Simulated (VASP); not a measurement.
SnTeS4:

```xyz
6
Lattice="4.4249 0.0000 0.0000 0.0000 4.4249 0.0000 0.0000 0.0000 9.1785" Properties=species:S:1:pos:R:3 pbc="T T T"
Sn    2.2124    2.2124    4.5893
Te    0.0000    0.0000    4.5893
S     2.2124    2.2124    0.0000
S     0.0000    0.0000    2.2146
S     0.0000    0.0000    6.9640
S     0.0000    0.0000    0.0000
```

The cell was built by a generator and needn't be a form met in nature.

| Quantity | Value |
| --- | --- |
| Program | VASP 6.6.1 |
| Task | relaxation of cell and atoms |
| Functional | PBE |
| Potentials or basis | VASP PAW PBE potentials, release 64 (Sn_d, Te, S) |
| Cutoff | 520 eV |
| k mesh | 3 × 3 × 2 |
| Occupations | gaussian, width 0.15 eV |
| Spin | no spin polarisation |

At the start: pressure -0.5 GPa; volume 29.95 Å³/atom.

Question: Where does the relaxation end?

Answer: Over 17 steps the energy falls by 116.9 meV/atom and the volume is 28.64 Å³/atom (-4.4 %); space group P4/mmm (No. 123, to 0.05 Å).

Step by step:
| step | energy change (eV) | largest force (eV/Å) | pressure (GPa) | volume (Å³) |
| --- | --- | --- | --- | --- |
| 1 | 0.0000 | 1.7153 | -0.51 | 179.71 |
| 2 | -0.4448 | 0.6940 | -1.16 | 177.01 |
| 3 | -0.6457 | 0.4234 | -1.02 | 173.95 |
| 4 | -0.6697 | 0.2986 | -0.93 | 172.41 |
| 5 | -0.6695 | 0.3246 | -0.95 | 172.60 |
| 6 | -0.6937 | 0.0899 | 0.54 | 166.99 |
| 7 | -0.6953 | 0.1442 | 0.12 | 168.02 |
| 8 | -0.6953 | 0.1314 | 0.04 | 167.79 |
| 9 | -0.6952 | 0.1159 | -0.01 | 167.39 |
| 10 | -0.6943 | 0.1006 | 0.52 | 167.19 |
| 11 | -0.6990 | 0.1384 | -0.14 | 169.99 |
| 12 | -0.6991 | 0.1499 | -0.14 | 169.69 |
| 13 | -0.6990 | 0.1289 | 0.00 | 169.48 |
| 14 | -0.6990 | 0.1273 | 0.19 | 169.60 |
| 15 | -0.7008 | 0.1126 | -0.10 | 170.43 |
| 16 | -0.7014 | 0.1016 | -0.12 | 170.90 |
| 17 | -0.7014 | 0.0733 | -0.18 | 171.84 |

Final structure:
```cif
data_structure
_symmetry_space_group_name_H-M 'P 1'
_symmetry_Int_Tables_number 1
_cell_length_a 4.1742
_cell_length_b 4.1742
_cell_length_c 9.8620
_cell_angle_alpha 90.000
_cell_angle_beta 90.000
_cell_angle_gamma 90.000
_cell_volume 171.84
loop_
_atom_site_label
_atom_site_type_symbol
_atom_site_fract_x
_atom_site_fract_y
_atom_site_fract_z
_atom_site_occupancy
Sn1 Sn 0.50000 0.50000 0.50000 1
Te1 Te 0.00000 0.00000 0.50000 1
S1 S 0.50000 0.50000 0.00000 1
S2 S 0.00000 0.00000 0.21521 1
S3 S 0.00000 0.00000 0.78479 1
S4 S 0.00000 0.00000 0.00000 1
```

Caveat: the k mesh is coarse (spacing up to 0.47 Å⁻¹), so the values aren't converged.
